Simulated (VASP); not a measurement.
# CdIr under changes of volume

One of the cells (21.204 Å³/atom); the others are scaled copies at fixed shape and fractional positions:

```
Cd Ir
1.0
     3.30714    0.00000    0.00000
    -1.65357    2.86407    0.00000
     0.00000    0.00000    4.47729
Cd Ir
1 1
Direct
  0.00000 0.00000 0.00000
  0.00000 0.00000 0.50000
```

The cell was built by a generator and needn't be a form met in nature.

- Program: VASP 6.6.1
- Functional: r2SCAN
- Potentials or basis: VASP PAW PBE potentials, release 64 (Cd, Ir)
- Cutoff: 520 eV
- k mesh: 9 × 9 × 6
- Occupations: fermi-dirac, width 0.05 eV
- Spin: no spin polarisation

| volume (Å³/atom) | energy over the lowest point (meV/atom) | pressure (GPa) |
| --- | --- | --- |
| 19.541 | ? | ? |
| 19.957 | 331.12 | 35.4 |
| 20.373 | 245.15 | 31.0 |
| 21.204 | 104.79 | 23.4 |
| 21.620 | 48.41 | 20.1 |
| 22.036 | 0.00 | 17.2 |

Problem. What does the run at 19.541 Å³/atom give?

Solution. Energy over the lowest point 429.08 meV/atom; pressure 40.2 GPa.

Worked out: A Birch-Murnaghan fit of order 3 (a polynomial in V^(-2/3)) to the other rows has no minimum within the range. It gives 429.11 meV/atom at 19.541 Å³/atom, against the run's 429.08, and -dE/dV = 40.2 GPa, against 40.2.

Energies are extrapolated to zero smearing.

Caveats: the PAW data sets were made with another functional, which shifts forces and pressure a little.
